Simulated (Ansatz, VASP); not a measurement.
**Al (Al(100), 5 layers): VASP beside Ansatz**

Aim: how closely do two programs agree when they are given the same cell, functional and k mesh? The structure shown is the start of the Ansatz relaxation below; VASP solves that cell, so the two are compared at the walk's first step.

Method: plane waves, with VASP 6.6.1 beside it; single point at PBE, in Ansatz 0.2.0.

## (1) Starting point

The cell holds 5 atoms: 5 Al. Cell: a = 2.864 Å, b = 2.864 Å, c = 23.100 Å, α = 90.0°, β = 90.0°, γ = 90.0°. Vacuum lies along c.

## (2) Ansatz: relaxation, PBE

Ansatz runs on its default PAW (the set named soft_2) files.

The two programs are compared at the cell with which this relaxation starts, whose forces are those of its first step.

Input file input.yaml:

```yaml
crystal:
  lattice:
    - [2.8637824638, 0.0, 0.0]
    - [0.0, 2.8637824638, 0.0]
    - [0.0, 0.0, 23.1]
  atoms:
    - { symbol: Al, position: [0.0, 0.0, 0.3246753247] }
    - { symbol: Al, position: [0.5, 0.5, 0.4123376623] }
    - { symbol: Al, position: [0.0, 0.0, 0.5] }
    - { symbol: Al, position: [0.5, 0.5, 0.5876623377] }
    - { symbol: Al, position: [0.0, 0.0, 0.6753246753] }
kpoints:
  mp_grid: { grid: [8, 8, 1] }
hamiltonian:
  xc: pbe
scf:
  occupations: { method: fermi_dirac, width: 0.1 }
  convergence: { dr2_threshold: 1.0e-08 }
efield:
  axis: 3
  dipole_correction: true
  ramp_position: 0.97
  ramp_width: 0.04
relax:
  f_tol: 0.01
  constraints: [{ sites: [0, 1, 2] }]
output:
  write_potential: true
  write_density: true
  volumetric_format: npy
```

Launch:

```
> ansatz run input.yaml --threads 2 --pin off --max-ram 4096MiB --backend cpu --events-out ev --progress --plain --runs-dir out
```

Numbers of over 12 decimals in the logs are rounded to 6 here.

Log:

```text
Engine: ansatz 0.2.0, x86_64-unknown-linux-gnu
Pseudopotentials: kind: paw
Pseudopotential: Al, paw, valence charge 3, recommended cutoff 420 eV (normal), Al.paw.azcp
Functional definition: PBE
  parameter kappa = 0.804
  parameter beta = 0.066725
  exchange = pbe_x(kappa = kappa, mu = beta*pi^2/3)
  correlation = pbe_c(beta = beta)
Crystal: 5 atoms, lattice volume = 189.449 Å³
Basis set: ecut = 420 eV, 3705 PW (Γ), exchange–correlation on 40×40×320 points (8 copies of the dense FFT grid, shifted against one another)
Bands: 13, of which v1, the nominal top of the filled ones, is band 8 counted from 1 (7 counted from 0)
Symmetry: 8 space group operations
k-points: 15 of 64
Non-local potential: Al, projectors of the file, l = 0: 2, l = 1: 2, l = 2: 1
PAW form: soft (Blöchl's): semilocal exchange-correlation on the pseudo side does not see the compensation charge
PAW one-centre angular grid: Al, 110 points (default); XC on 64 Gauss nodes
Initial density: superposition of atomic densities (neutral atoms: chi_scale 0, normalization atom), corrected by the library's trained network
Initial wavefunctions: pseudopotential atomic-orbital guess
Functional: x = pbe(κ = 0.804, μ = 0.219515), c = pbe(β = 0.066725)
SCF iter   1: F=—  HF=-2686.569310 eV  |F-HF|=—  |Δ(HF+E_count)|=         —  Δρ=1.14e-3  dr2=7.93e-3  ethr=1.77e-3  p=-0.001 e·Å  D=-5.28e-4 V/Å  ΔV_dip=0.01 eV  dr2_dipole=7.15e-5  V_vac-E_F(+/−)=4.10/4.09 eV  ⟨swp⟩=8.1  Hψ=1563  notcnv=0
efield: sawtooth ramp at fractional position 0.9700 (set: `efield.ramp_position`, or a place that a band, a saddle search or an elastic batch's reference lends), width 0.0400; the density the first Hamiltonian is built on has a dipole p = -0.001 e·Å; the dipole correction subtracts the counter field D = -5.28e-4 V/Å, which shifts the + side's vacuum level by +0.01 eV against the − side's; the planar-averaged density in the ramp window peaks in size at 7.3e-5 e/Å³
preconditioner: auto → LDOS  [metal: Δε(μ)=0.025 eV  Ē_g=6.575 eV  σ=0.100 eV  W_gap=0.06  n_scr=12 (ndim 8)  ℏωp=10.4 eV  f_vac=0.443  D(μ)=2.73/eV (n_scr^D=10)  β→1.0]
SCF iter   2: F=—  HF=-2686.568284 eV  |F-HF|=—  |Δ(HF+E_count)|=   1.03e-3  Δρ=5.09e-4  dr2=1.11e-3  ethr=5.29e-5  p=-0.000 e·Å  D=-5.72e-5 V/Å  ΔV_dip=0.00 eV  dr2_dipole=4.44e-6  V_vac-E_F(+/−)=4.23/4.22 eV  ⟨swp⟩=2.4  Hψ=450  notcnv=0  defer=1
SCF iter   3: F=—  HF=-2686.568337 eV  |F-HF|=—  |Δ(HF+E_count)|=   5.26e-5  Δρ=1.21e-4  dr2=1.71e-4  ethr=7.43e-6  p=-0.000 e·Å  D=-4.24e-5 V/Å  ΔV_dip=0.00 eV  dr2_dipole=1.66e-6  V_vac-E_F(+/−)=4.23/4.23 eV  ⟨swp⟩=2.5  Hψ=309  notcnv=0  defer=1
SCF iter   4: F=—  HF=-2686.568333 eV  |F-HF|=—  |Δ(HF+E_count)|=   3.92e-6  Δρ=3.17e-5  dr2=8.80e-6  ethr=1.14e-6  p=-0.000 e·Å  D=-9.62e-6 V/Å  ΔV_dip=0.00 eV  dr2_dipole=7.78e-8  V_vac-E_F(+/−)=4.22/4.22 eV  ⟨swp⟩=2.0  Hψ=271  notcnv=0  defer=1
SCF iter   5: F=—  HF=-2686.568720 eV  |F-HF|=—  |Δ(HF+E_count)|=   3.87e-4  Δρ=4.83e-6  dr2=8.62e-8  ethr=5.86e-8  p=0.000 e·Å  D=7.55e-7 V/Å  ΔV_dip=-0.00 eV  dr2_dipole=2.07e-10  V_vac-E_F(+/−)=4.22/4.22 eV  ⟨swp⟩=2.5  Hψ=325  notcnv=0  defer=1
SCF iter   6: F=-2686.568720 eV  HF=-2686.568720 eV  |F-HF|=1.55e-8  |Δ(HF+E_count)|=   1.67e-7  Δρ=1.31e-6  dr2=7.73e-9  ethr=6.67e-11  p=0.000 e·Å  D=4.92e-7 V/Å  ΔV_dip=-0.00 eV  dr2_dipole=4.06e-11  V_vac-E_F(+/−)=4.22/4.22 eV  ⟨swp⟩=10.1  Hψ=1336  notcnv=0
SCF 1 converged in 6 iterations: F = -2686.568720 eV  dr2 = 7.73e-9
  greatest PAW one-centre occupation: 0.475 electrons in one spin orbital (limit 2), on the Al atom at site 0 (counted from 0), in its partial waves of l = 0
relax step   1: F+E_penalty+E_count = -2686.56872011 eV  Δ(F+E_penalty+E_count) = +0.000e0 eV  max|allowed force component| = 1.840e-2 eV/Å  Δτ_max = 0.0000 Å  (6 SCF iters, accepted)
Initial density: handed on by an earlier stage of this run
Initial wavefunctions: those handed on with the density
iter 1 solved again at ethr=8.39e-7 eV; its pass at ethr=3.10e-3 eV (dr2=1.26e-4 eV) is discarded
SCF iter   1: F=—  HF=-2686.568390 eV  |F-HF|=—  |Δ(HF+E_count)|=         —  Δρ=9.23e-5  dr2=1.28e-4  ethr=8.39e-7  p=0.000 e·Å  D=4.93e-7 V/Å  ΔV_dip=-0.00 eV  dr2_dipole=1.21e-5  V_vac-E_F(+/−)=4.22/4.22 eV  ⟨swp⟩=1.7  Hψ=785  notcnv=0  defer=1
efield: sawtooth ramp at fractional position 0.9700 (set: `efield.ramp_position`, or a place that a band, a saddle search or an elastic batch's reference lends), width 0.0400; the density the first Hamiltonian is built on has a dipole p = 0.000 e·Å; the dipole correction subtracts the counter field D = 4.93e-7 V/Å, which shifts the + side's vacuum level by -0.00 eV against the − side's; the planar-averaged density in the ramp window peaks in size at 4.0e-7 e/Å³
preconditioner: auto → LDOS  [metal: Δε(μ)=0.023 eV  Ē_g=6.562 eV  σ=0.100 eV  W_gap=0.06  n_scr=12 (ndim 8)  ℏωp=10.4 eV  f_vac=0.440  D(μ)=2.73/eV (n_scr^D=10)  β→1.0]
SCF iter   2: F=—  HF=-2686.568372 eV  |F-HF|=—  |Δ(HF+E_count)|=   1.83e-5  Δρ=4.95e-5  dr2=2.17e-5  ethr=8.39e-7  p=-0.000 e·Å  D=-8.04e-6 V/Å  ΔV_dip=0.00 eV  dr2_dipole=6.59e-6  V_vac-E_F(+/−)=4.22/4.22 eV  ⟨swp⟩=2.5  Hψ=285  notcnv=0  defer=1
SCF iter   3: F=—  HF=-2686.568752 eV  |F-HF|=—  |Δ(HF+E_count)|=   3.81e-4  Δρ=1.16e-5  dr2=2.00e-6  ethr=1.44e-7  p=0.000 e·Å  D=3.76e-5 V/Å  ΔV_dip=-0.00 eV  dr2_dipole=4.16e-7  V_vac-E_F(+/−)=4.22/4.22 eV  ⟨swp⟩=2.3  Hψ=298  notcnv=0  defer=1
SCF iter   4: F=—  HF=-2686.568753 eV  |F-HF|=—  |Δ(HF+E_count)|=   2.28e-7  Δρ=2.55e-6  dr2=1.22e-7  ethr=1.33e-8  p=0.000 e·Å  D=3.76e-5 V/Å  ΔV_dip=-0.00 eV  dr2_dipole=3.51e-8  V_vac-E_F(+/−)=4.22/4.22 eV  ⟨swp⟩=2.2  Hψ=292  notcnv=0  defer=1
SCF iter   5: F=-2686.568753 eV  HF=-2686.568753 eV  |F-HF|=2.41e-9  |Δ(HF+E_count)|=   4.82e-9  Δρ=5.00e-7  dr2=3.16e-9  ethr=6.67e-11  p=0.000 e·Å  D=3.70e-5 V/Å  ΔV_dip=-0.00 eV  dr2_dipole=1.21e-9  V_vac-E_F(+/−)=4.22/4.22 eV  ⟨swp⟩=7.9  Hψ=1326  notcnv=0
SCF 2 converged in 5 iterations: F = -2686.568753 eV  dr2 = 3.16e-9
  greatest PAW one-centre occupation: 0.475 electrons in one spin orbital (limit 2), on the Al atom at site 4 (counted from 0), in its partial waves of l = 0
relax step   2: F+E_penalty+E_count = -2686.56875256 eV  Δ(F+E_penalty+E_count) = -3.245e-5 eV  max|allowed force component| = 3.825e-3 eV/Å  Δτ_max = 0.0051 Å  (5 SCF iters, accepted)
NSCF: frozen V_eff on 15 k-points
the search or the solves at the SCF's close seem to have found levels that the self-consistency loop had missed (the run counts 1). By its estimate they hold under 1e-12 electrons; where the run keeps them, the occupations were computed again with them
SCF converged after 5 iterations
Free energy (F): -2686.568753 eV
Harris-Foulkes:  -2686.568753 eV  (|F-HF|=2.41e-9)
Internal energy: -2686.482996 eV  (E = F + TS)
E sigma→0 (E₀):  -2686.525874 eV
Entropy (-TS):   -0.085757 eV (-17.151 meV/atom)
Fermi energy:    1.157181 eV
Dipole field:    D = 0.000085 V/Å  (p = 0.000089 e·Å, saw-weighted, corrected)
Work function:   Φ+ = 4.2209 eV   Φ− = 4.2228 eV
Levels:          The Fermi level and band energies are counted from a zero that moves with the ramp; work functions are not
--- Per-component energies (eV) ---
  E_band       = -45.226311
  E_kinetic    = 108.526427
  E_local      = -2963.992972  (includes V_loc(G=0)·N_el)
  E_nonlocal   = 52.267266
  E_hartree    = 1458.402730
  E_xc         = -195.624334
  E_vxc        = -140.682776  (∫ρ·V_xc dr)
  E_paw        = -2336.474966  (= ΣΔE_a)
  E_vpaw       = -18.149466  (= ΣTr[D̂ρ^β])
  E_aug_tail   = -0.000011  (compensation charges beyond the density's cutoff)
  E_efield     = 0.000000  (sawtooth field / dipole correction)
  E_vefield    = -0.000293  (∫n·V_field dr)
  E_ewald      = 1190.412864
  E_smearing   = -0.085757  (= −TS)
  E_closure    = -0.000000  (closes the sum)
  Σ components = -2686.568753   (vs F -2686.568753, Δ=0.00e0)
--- Forces (eV/Å), atoms counted from 1 ---
  atom   1  Al    -0.00000000     0.00000000    -0.01077323
  atom   2  Al    -0.00000000     0.00000000     0.01841866
  atom   3  Al     0.00000000     0.00000000    -0.01174146
  atom   4  Al     0.00000000     0.00000000     0.00382534
  atom   5  Al    -0.00000000     0.00000000     0.00025599
  max |Σ_I F_I| component: 1.47e-5 eV/Å
--- Band table (eV; the first three rows and the last of 15) ---
  k-point 0: bands = [... 4 lower, -2.8353, -0.9713, 2.1175, 4.1765, 5.0255, 6.1655, 6.2927, 6.6396, ... 1 higher]
  k-point 1: bands = [... 4 lower, -2.5625, -0.7107, 2.3591, 3.4871, 4.2179, 4.5285, 5.3093, 5.6897, ... 1 higher]
  k-point 2: bands = [... 4 lower, -1.7519, 0.0619, 0.1273, 0.9983, 2.3992, 3.2386, 4.2871, 5.3026, ... 1 higher]
  k-point 14: bands = [... 4 lower, -0.2249, -0.1327, 0.5193, 0.7338, 0.7338, 0.9788, 2.0670, 2.3918, ... 1 higher]
--- Relaxed structure (2 steps of the walk, 2 accepted, 0 SCFs on fresh bases) ---
  F+E_penalty+E_count = -2686.56875256 eV   max|allowed force component| = 3.825e-3 eV/Å
  atoms:
    - { symbol: Al, position: [0.0, 0.0, 0.3246753247] }
    - { symbol: Al, position: [0.5, 0.5, 0.4123376623] }
    - { symbol: Al, position: [0.0, 0.0, 0.5] }
    - { symbol: Al, position: [0.5, 0.5, 0.587443] }
    - { symbol: Al, position: [0, 0.0, 0.675277] }
```

The column dr2 measures how far the density is from self-consistency, as an energy; F and HF (Harris–Foulkes) agree once it is small.

## (3) VASP: single point, PBE, start cell

The same cell, functional, mesh and smearing now go to VASP, with its own data sets.

Lines of VASP's logs that name or quote its potential files are left out, and so is its time.

Input file INCAR:

```
SYSTEM = Al
PREC = Accurate
ENCUT = 400
EDIFF = 1E-06
NELM = 120
ISMEAR = -1
SIGMA = 0.1
LREAL = .FALSE.
ALGO = Normal
GGA = PE
NBANDS = 13
LORBIT = 11
LWAVE = .FALSE.
LCHARG = .FALSE.
ISIF = 2
LDIPOL = .TRUE.
IDIPOL = 3
DIPOL = 0.5 0.5 0.5
LVHAR = .TRUE.
LASPH = .TRUE.
GGA_COMPAT = .FALSE.
NELMDL = -8
KPAR = 2
```

Input file POSCAR:

```
Al
1.0
    2.8637824638      0.0000000000      0.0000000000
    0.0000000000      2.8637824638      0.0000000000
    0.0000000000      0.0000000000     23.1000000000
Al
5
Direct
    0.0000000000      0.0000000000      0.3246753247
    0.4999999190      0.4999999190      0.4123376623
    0.0000000000      0.0000000000      0.5000000000
    0.4999999190      0.4999999190      0.5876623377
    0.0000000000      0.0000000000      0.6753246753
```

Input file KPOINTS:

```
Automatic mesh
0
Gamma
8 8 1
0 0 0
```

PAW data sets: Al (PBE family, release 64).

Launch:

```
> mpirun -np 2 vasp_std
```

Log:

```text
[banner, memory and clock lines left out]
running    2 mpi-ranks, on    1 nodes
 distrk:  each k-point on    1 cores,    2 groups
 distr:  one band on    1 cores,    1 groups

 POSCAR found type information on POSCAR Al
 POSCAR found :  1 types and       5 ions
 LDA part: xc-table for (Slater+PW92), standard interpolation
 POSCAR, INCAR and KPOINTS ok, starting setup
 FFT: planning ... GRIDC
 FFT: planning ... GRID_SOFT
 FFT: planning ... GRID
 WAVECAR not read
 entering main loop
       N       E                     dE             d eps       ncg     rms          rms(c)
DAV:   1     0.302044818400E+02    0.30204E+02   -0.39157E+03   390   0.641E+02
DAV:   2    -0.164637076500E+02   -0.46668E+02   -0.42608E+02   540   0.116E+02
DAV:   3    -0.184440003416E+02   -0.19803E+01   -0.19358E+01   529   0.238E+01
DAV:   4    -0.185053798714E+02   -0.61380E-01   -0.61344E-01   579   0.532E+00
DAV:   5    -0.185084121809E+02   -0.30323E-02   -0.30322E-02   638   0.106E+00
DAV:   6    -0.185084983957E+02   -0.86215E-04   -0.86214E-04   624   0.156E-01
DAV:   7    -0.185085038955E+02   -0.54998E-05   -0.54997E-05   651   0.312E-02
DAV:   8    -0.185085040099E+02   -0.11436E-06   -0.11439E-06   473   0.493E-03    0.314E+00
DAV:   9    -0.179257403408E+02    0.58276E+00   -0.20298E+00   413   0.713E+00    0.183E+00
DAV:  10    -0.178262290833E+02    0.99511E-01   -0.32710E-01   450   0.381E+00    0.109E+00
DAV:  11    -0.177879438003E+02    0.38285E-01   -0.10606E-01   475   0.165E+00    0.282E-01
DAV:  12    -0.177868787356E+02    0.10651E-02   -0.68557E-03   480   0.487E-01    0.176E-01
DAV:  13    -0.177854553836E+02    0.14234E-02   -0.16589E-03   483   0.216E-01    0.756E-02
DAV:  14    -0.177851851516E+02    0.27023E-03   -0.36917E-04   496   0.972E-02    0.298E-02
DAV:  15    -0.177850806964E+02    0.10446E-03   -0.29294E-04   473   0.721E-02    0.186E-02
DAV:  16    -0.177851663805E+02   -0.85684E-04   -0.10500E-04   448   0.447E-02    0.109E-02
DAV:  17    -0.177852847010E+02   -0.11832E-03   -0.56667E-05   435   0.300E-02    0.624E-03
DAV:  18    -0.177853194450E+02   -0.34744E-04   -0.30623E-06   466   0.912E-03    0.494E-03
DAV:  19    -0.177853759796E+02   -0.56535E-04   -0.28995E-05   460   0.142E-02    0.347E-03
DAV:  20    -0.177854032192E+02   -0.27240E-04   -0.19464E-06   393   0.443E-03    0.190E-03
DAV:  21    -0.177854851294E+02   -0.81910E-04   -0.12629E-05   391   0.794E-03    0.115E-03
DAV:  22    -0.177854928226E+02   -0.76932E-05   -0.63817E-07   393   0.221E-03    0.574E-04
DAV:  23    -0.177854963011E+02   -0.34785E-05   -0.28011E-07   348   0.126E-03    0.261E-04
DAV:  24    -0.177854965323E+02   -0.23121E-06   -0.96246E-09   324   0.434E-04
   1 F= -.17785497E+02 E0= -.17742712E+02  d E =-.855685E-01
```

OUTCAR, selected parts (step 3):

```text
ion  position               nearest neighbor table
   1  0.000  0.000  0.325-   2 2.86   2 2.86   2 2.86   2 2.86
   2  0.500  0.500  0.412-   1 2.86   3 2.86   1 2.86   1 2.86   3 2.86   3 2.86   1 2.86   3 2.86

  LATTYP: Found a simple tetragonal cell.
 ALAT       =     2.8637824638
 C/A-ratio  =     8.0662551336

 Subroutine GETGRP returns: Found 16 space group operations
 (whereof 16 operations were pure point group operations)

The static configuration has the point symmetry D_4h.

 Found     15 irreducible k-points:

   k-points           NKPTS =     15   k-points in BZ     NKDIM =     15   number of bands    NBANDS=     13

   dimension x,y,z NGX =    20 NGY =   20 NGZ =  160
   dimension x,y,z NGXF=    40 NGYF=   40 NGZF=  320

   ENCUT  =  400.0 eV  29.40 Ry    5.42 a.u.   4.67  4.67 37.67*2*pi/ulx,y,z

   NELECT =      15.0000    total number of electrons

 k-points in reciprocal lattice and weights: Automatic mesh
   0.00000000  0.00000000  0.00000000       0.016
   0.12500000  0.00000000  0.00000000       0.062
   0.25000000  0.00000000  0.00000000       0.062
   0.37500000  0.00000000  0.00000000       0.062
   0.50000000  0.00000000  0.00000000       0.031
   0.12500000  0.12500000  0.00000000       0.062
   0.25000000  0.12500000  0.00000000       0.125
   0.37500000  0.12500000  0.00000000       0.125
   0.50000000  0.12500000  0.00000000       0.062
[...]
0.50000000  0.37500000  0.00000000       0.062
   0.50000000  0.50000000  0.00000000       0.016

 dipolmoment           0.000000      0.000000     -0.000000 electrons x Angstroem

 average (electrostatic) potential at core
       1 -79.5411       2 -79.5202       3 -79.4215       4 -79.5202       5 -79.5411

 E-fermi :   1.1812

 k-point     1 :       0.0000    0.0000    0.0000
  band No.  band energies     occupation
    ...
      2      -8.7211      2.00000
      3      -7.2221      2.00000
      4      -5.2646      2.00000
      5      -2.8135      2.00000
      6      -0.9511      2.00000
      7       2.1427      0.00013
      8       4.2067      0.00000
      9       5.0562      0.00000
     10       6.2055      0.00000
     11       6.3103      0.00000
    ...

 k-point     2 :       0.1250    0.0000    0.0000
  band No.  band energies     occupation
    ...
      2      -8.4414      2.00000
      3      -6.9448      2.00000
      4      -4.9900      2.00000
      5      -2.5406      2.00000
      6      -0.6902      2.00000
      7       2.3848      0.00001
      8       3.5201      0.00000
      9       4.2479      0.00000
     10       4.5583      0.00000
     11       5.3400      0.00000
    ...

 k-point     3 :       0.2500    0.0000    0.0000
  band No.  band energies     occupation
    ...
      4      -4.1697      2.00000
      5      -1.7299      2.00000
      6       0.0834      1.99997
      7       0.1557      1.99993
      8       1.0219      1.66201
      9       2.4258      0.00001
     10       3.2645      0.00000
     11       4.3189      0.00000
     12       5.3335      0.00000
     13       6.1812      0.00000

  Total       -1.6593929     -1.6593929     -0.0302928      0.0000000     -0.0000000      0.0000000
  in kB      -14.0335578    -14.0335578     -0.2561874      0.0000000     -0.0000000      0.0000000
  external PRESSURE =      -9.4411010 kB  Pullay stress =       0.0000000 kB

  energy-cutoff  :      400.00
  volume of cell :      189.45
      direct lattice vectors                 reciprocal lattice vectors
     2.863782464  0.000000000  0.000000000     0.349188534  0.000000000  0.000000000
     0.000000000  2.863782464  0.000000000     0.000000000  0.349188534  0.000000000
     0.000000000  0.000000000 23.100000000     0.000000000  0.000000000  0.043290043

 POSITION                                       TOTAL-FORCE (eV/Angst)
 -----------------------------------------------------------------------------------
      0.00000      0.00000      7.50000         0.000000      0.000000     -0.007860
      1.43189      1.43189      9.52500         0.000000      0.000000      0.020079
      0.00000      0.00000     11.55000         0.000000      0.000000      0.000000
      1.43189      1.43189     13.57500         0.000000      0.000000     -0.020079
      0.00000      0.00000     15.60000         0.000000      0.000000      0.007860
 -----------------------------------------------------------------------------------
    total drift:                               -0.000010     -0.000010      0.000000

  FREE ENERGIE OF THE ION-ELECTRON SYSTEM (eV)
  ---------------------------------------------------
  free  energy   TOTEN  =       -17.7854965323 eV

  energy  without entropy=      -17.6999280626  energy(sigma->0) =      -17.74271230

 vacuum level on the upper side and lower side of the slab         5.406         5.406

 total charge
# of ion       s       p       d       tot
------------------------------------------
    1        0.466   0.293   0.000   0.760
    2        0.429   0.337   0.000   0.766
    3        0.433   0.338   0.000   0.771
    4        0.429   0.337   0.000   0.766
    5        0.466   0.293   0.000   0.760
--------------------------------------------------
tot          2.223   1.598   0.000   3.822

[... 3 further parts left out ...]
```

## (4) Differences

Known differences besides the potentials themselves: the cutoff is 420 eV in Ansatz and 400 eV in VASP. Total energies have different zeros and are not compared.

With vacuum in the cell, a pressure given here is an average over mostly empty space and none of the material.

## (5) Results

| Quantity | Value |
| --- | --- |
| r.m.s. force difference (single point, PBE, start cell) | 0.62 meV/Å |

What this shows: The r.m.s. force difference is 0.62 meV/Å (single point, PBE, start cell), within the 12 meV/Å picked in this series as the mark of a large difference. 1 further run of this series is not shown here. How closely two codes agree says nothing of how well the functional describes the real material.

[Lines on the potential files, build, host, timing and source positions are cut from VASP's logs without a mark.]

[Logs are printed without paths, hosts, clocks, repeated set-up lines and the standing remarks that a program may print on its own settings, such as how far it seeks lower states.]

[Hosts, paths, dates, database ids (printed as entryN), source tags and the programs' standing remarks are cut or masked in the printed files.]
